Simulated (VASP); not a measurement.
Data:

```xyz
2
Lattice="2.7200 0.0000 0.0000 0.0000 2.7200 0.0000 0.0000 0.0000 3.7100" Properties=species:S:1:pos:R:3 pbc="T T T"
Fe     0.0000     0.0000     0.0000
Pt     1.3600     1.3600     1.8550
```
Starting moments (μB, in the order of the record's atoms Fe Pt): 3.0 0.0.

The numbers are results of AM05 GGA, VASP's PBE PAW potentials (set 64) (plane waves; VASP), not measurements. Run with 520 eV cut-off, 12×12×9 Γ-centred mesh, first-order Methfessel-Paxton smearing of 0.10 eV, potentials Fe Pt.

Energy and stress use the plane-wave basis of the starting cell.

Problem. The ions, cell shape and volume are relaxed. Predict the relaxed structure.

Solution. 
```xyz
2
Lattice="2.6810 0.0000 0.0000 0.0000 2.6810 0.0000 0.0000 0.0000 3.7085" Properties=species:S:1:pos:R:3 pbc="T T T"
Fe     0.0000     0.0000     0.0000
Pt     1.3405     1.3405     1.8543
```
Space group P4/mmm (123), at a tolerance of 0.03 Å. The cell ends with 3.20 μB, on the sites 2.84 0.32 μB.

Problem. How do energy and volume change from the first to the last step?

Solution. The energy (σ→0) changes by -8.7 meV/atom and the volume by -2.9 %, in 6 ionic steps.

The compound is FePt in the L1_0 structure. This run relaxes it. Symmetry was kept, so distortions that lower it aren't found.
